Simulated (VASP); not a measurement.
Consider the following.

```yaml
crystal:
  lattice:
    - [1.93848, -3.35755, 0.00000]
    - [1.93848, 3.35755, 0.00000]
    - [0.00000, 0.00000, 6.35574]
  atoms:
    - { symbol: Zn, position: [0.66667, 0.33333, 0.50022] }
    - { symbol: Zn, position: [0.33333, 0.66667, 0.00022] }
    - { symbol: S, position: [0.66667, 0.33333, 0.87478] }
    - { symbol: S, position: [0.33333, 0.66667, 0.37478] }
```

Calculation: vdW-DF-cx, VASP's PBE PAW potentials (set 64) (plane waves; VASP). Settings: 520 eV cut-off, 7×7×4 Γ-centred mesh, Gaussian smearing of 0.050 eV, potentials Zn S.

Task: What does the run give for the energy per atom (σ→0), pressure?

Result: 
The energy per atom (σ→0) is -1.217 eV/atom and the pressure comes out as -3.91 GPa.

Only differences to runs with the same potentials and settings are physical.

The compound is ZnS in the wurtzite structure, the high-temperature form. This cell is one point of a volume scan, at 1.06 of the reference volume.
